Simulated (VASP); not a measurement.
All values below come from LDA (Ceperley-Alder, Perdew-Zunger), VASP's LDA PAW potentials (set 64) (plane waves; VASP 6.6.1).

Input for VASP

INCAR:
```
# general
SYSTEM =TiAl
PREC   =Accurate
ENCUT  =400
LREAL  =.FALSE.   # projection in real space or not
LASPH  =.TRUE.
ICHARG =11

# electronic loop
EDIFF  =1E-7   # SCF stop (eV)
NELM   =100
ALGO   =Normal
LMAXMIX=4

# smearing
ISMEAR =0
SIGMA  =0.05   # width (eV)

# output
LWAVE  =.FALSE.
LCHARG =.FALSE.
LORBIT =11   # lm-projected
```

File POSCAR:
```
TiAl
1
    2.7689430273     0.0000000000     0.0000000000
    0.0000000000     2.7689430273    -0.0000000000
    0.0000000000    -0.0000000000     3.9851724338
Ti Al
1 1
Direct
  0.0000000000   0.0000000000   0.0000000000
  0.5000000000   0.5000000000   0.5000000000
```

### KPOINTS
```
k-points along high-symmetry lines
10
Line-mode
Reciprocal
  0.000000   0.000000   0.000000 ! GAMMA
  0.000000   0.500000   0.000000 ! X

  0.000000   0.500000   0.000000 ! X
  0.500000   0.500000   0.000000 ! M

  0.500000   0.500000   0.000000 ! M
  0.000000   0.000000   0.000000 ! GAMMA

  0.000000   0.000000   0.000000 ! GAMMA
  0.000000   0.000000   0.500000 ! Z

  0.000000   0.000000   0.500000 ! Z
  0.000000   0.500000   0.500000 ! R

  0.000000   0.500000   0.500000 ! R
  0.500000   0.500000   0.500000 ! A

  0.500000   0.500000   0.500000 ! A
  0.000000   0.000000   0.500000 ! Z

  0.000000   0.500000   0.000000 ! X
  0.000000   0.500000   0.500000 ! R

  0.500000   0.500000   0.000000 ! M
  0.500000   0.500000   0.500000 ! A
```

POTCAR, in this order: Ti_sv Al (LDA.64 set). Program: vasp_std. Read from the step before: CHGCAR.

The resulting files:

OSZICAR:
```
       N       E                     dE             d eps       ncg     rms          rms(c)
DAV:   1     0.788476657734E+02    0.78848E+02   -0.66698E+03  1980   0.119E+03
DAV:   2    -0.850441882693E+01   -0.87352E+02   -0.84398E+02  2049   0.305E+02
DAV:   3    -0.135842740958E+02   -0.50799E+01   -0.48858E+01  2926   0.728E+01
DAV:   4    -0.137581143779E+02   -0.17384E+00   -0.17157E+00  2502   0.115E+01
DAV:   5    -0.137635902733E+02   -0.54759E-02   -0.54742E-02  2825   0.180E+00
DAV:   6    -0.137636879356E+02   -0.97662E-04   -0.97660E-04  2507   0.195E-01
DAV:   7    -0.137636904818E+02   -0.25462E-05   -0.25468E-05  2897   0.258E-02
DAV:   8    -0.137636905982E+02   -0.11640E-06   -0.11572E-06  2328   0.346E-03
DAV:   9    -0.137636906032E+02   -0.50202E-08   -0.58483E-08  1561   0.604E-04
   1 F= -.13763691E+02 E0= -.13761745E+02  d E =-.389041E-02
```

**OUTCAR**
```
 val. band max:        8.4759690543   @ k =   0.2222   0.2222   0.0000

 cond. band min:       8.4919283325   @ k =   0.4444   0.5000   0.0000



 k-point     1 :       0.0000    0.0000    0.0000
  band No.  band energies     occupation
      1     -47.0816      2.00000
      2     -23.8792      2.00000
      3     -23.3794      2.00000
      4     -23.3794      2.00000
      5      -0.5162      2.00000
      6       6.7474      2.00000
      7       7.7971      2.00000
      8       8.5113      0.53098
      9      10.9944      0.00000
     10      10.9944      0.00000
     11      12.1904      0.00000

 k-point     2 :       0.0000    0.0556    0.0000
  band No.  band energies     occupation
      1     -47.0794      2.00000
      2     -23.8769      2.00000
      3     -23.3978      2.00000
      4     -23.3778      2.00000
      5      -0.4529      2.00000
      6       6.8003      2.00000
      7       7.8245      2.00000
      8       8.4410      1.82676
      9      11.0057      0.00000
     10      11.0751      0.00000
     11      12.1233      0.00000

 k-point     3 :       0.0000    0.1111    0.0000
  band No.  band energies     occupation
      1     -47.0727      2.00000
      2     -23.8706      2.00000
      3     -23.4506      2.00000
      4     -23.3733      2.00000
      5      -0.2638      2.00000
      6       6.9506      2.00000
      7       7.8952      2.00000
      8       8.2544      2.00000
      9      11.0384      0.00000
     10      11.2970      0.00000
     11      11.9397      0.00000

 k-point     4 :       0.0000    0.1667    0.0000
  band No.  band energies     occupation
      1     -47.0626      2.00000
      2     -23.8608      2.00000
      3     -23.5308      2.00000
      4     -23.3663      2.00000
      5       0.0476      2.00000
      6       7.1719      2.00000
      7       7.9648      2.00000
      8       8.0005      2.00000
      9      11.0891      0.00000
     10      11.6231      0.00000
...
```

The density is held fixed in this step, so its total energy and stress have no physical meaning.

The compound is TiAl in the L1_0 structure. It was relaxed first, which changed the volume by -6 %. The electron count is odd and the run is not spin-polarised, which forces a metal.
